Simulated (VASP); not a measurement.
Given:

```
CELL_PARAMETERS angstrom
      1.71149     0.98813     5.20020
     -1.71149     0.98813     5.20020
      0.00000    -1.97626     5.20020
ATOMIC_POSITIONS crystal
  Tl 0.50000 0.50000 0.50000
  Hg 0.00000 0.00000 0.00000
```

Level of theory: PBEsol GGA, VASP's PBE PAW potentials (set 64) (plane waves; VASP 6.6.1). Run with 400 eV cut-off, Gaussian smearing of 0.050 eV, potentials Tl_d Hg.

### Question
Give the energies of bands 7 to 15 at the high-symmetry points, in eV from the Fermi level.

### Answer

```
band      Γ      T     H2      L     S0      F
----  -----  -----  -----  -----  -----  -----
7     -7.46  -7.73  -7.03  -7.33  -7.04  -7.38
8     -6.96  -6.99  -6.92  -6.93  -6.89  -6.67
9     -6.96  -6.99  -6.81  -6.78  -6.79  -6.65
10    -6.58  -6.89  -6.67  -6.24  -6.72  -6.23
11    -6.58  -6.63  -3.94  -5.33  -3.96  -4.23
12    -2.91  -6.63  -2.26  -3.51  -2.32  -2.78
13    -2.26   5.52  -0.96   0.55  -0.95  -1.52
14     8.62   5.67  -0.25   0.91   0.89  -1.21
15     8.62   9.35   2.72   4.77   1.08   4.33
```

It has no gap at this level: it comes out as a metal or semimetal.

The structure comes from a computed database's TlHg entry (R-3m); how it stands against other phases isn't given here. It was relaxed first, which changed the volume by -7 %. The electron count is odd and the run is not spin-polarised, which forces a metal.
